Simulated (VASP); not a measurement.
Ge:

```
Ge
1.0
     0.00000    2.82875    2.82875
     2.82875    0.00000    2.82875
     2.82875    2.82875    0.00000
Ge
2
Direct
  0.00000 0.00000 0.00000
  0.25000 0.25000 0.25000
```

Base run:

- Program: VASP 6.6.1
- Functional: r2SCAN
- Potentials or basis: VASP PAW PBE potentials, release 64 (Ge_d)
- Cutoff: 520 eV
- k mesh: 10 × 10 × 10
- Occupations: fermi-dirac, width 0.05 eV
- Spin: non-collinear spin, zero start, spin-orbit coupling
- Starting moments: [[0.0, 0.0, 0.0], [0.0, 0.0, 0.0]] μB

Its results: pressure 0.7 GPa; net moment 0.00 μB per cell.

Problem. The run is repeated on the same cell with these changes: functional from r2SCAN to PBE; further incar settings from ALGO = Normal; EDIFF = 1e-06 to ALGO = Normal; EDIFF = 1e-07. What comes out?

Solution. Pressure 3.6 GPa; net moment 0.00 μB per cell.

Caveats: the PAW data sets were made with another functional, which shifts forces and pressure a little (some runs).

Not every run made on this cell is shown here.
